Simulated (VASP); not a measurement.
Input:

```yaml
crystal:
  lattice:
    - [0.00000, 3.20205, 3.20205]
    - [3.20205, 0.00000, 3.20205]
    - [3.20205, 3.20205, 0.00000]
  atoms:
    - { symbol: Hf, position: [0.00000, 0.00000, 0.00000] }
    - { symbol: Sb, position: [0.25000, 0.25000, 0.25000] }
```

The numbers are results of PBEsol GGA, VASP's PBE PAW potentials (set 64) (plane waves; VASP), not measurements. Settings: 400 eV cut-off, Gaussian smearing of 0.050 eV, potentials Hf_pv Sb.

Problem. Give the energies of bands 5 to 10 at the high-symmetry points, in eV from the Fermi level.

Solution. 
```json
[
 {"band": "5", "Γ": "-2.63", "X": "-4.57", "U": "-4.13", "L": "-4.29", "W": "-3.82"},
 {"band": "6", "Γ": "-2.63", "X": "-1.86", "U": "-2.90", "L": "-2.35", "W": "-3.35"},
 {"band": "7", "Γ": "-2.63", "X": "-1.86", "U": "-2.00", "L": "-2.35", "W": "-1.97"},
 {"band": "8", "Γ": "0.66", "X": "-0.71", "U": "-0.53", "L": "0.59", "W": "-0.63"},
 {"band": "9", "Γ": "0.66", "X": "0.24", "U": "0.83", "L": "0.94", "W": "0.67"},
 {"band": "10", "Γ": "1.81", "X": "1.26", "U": "0.84", "L": "0.94", "W": "1.00"}
]
```

It has no gap at this level: it comes out as a metal or semimetal.

The structure was generated: HfSb was put into the zinc blende type (F-43m), which need not be its known phase. It was relaxed first, which changed the volume by -31 %. The electron count is odd and the run is not spin-polarised, which forces a metal.
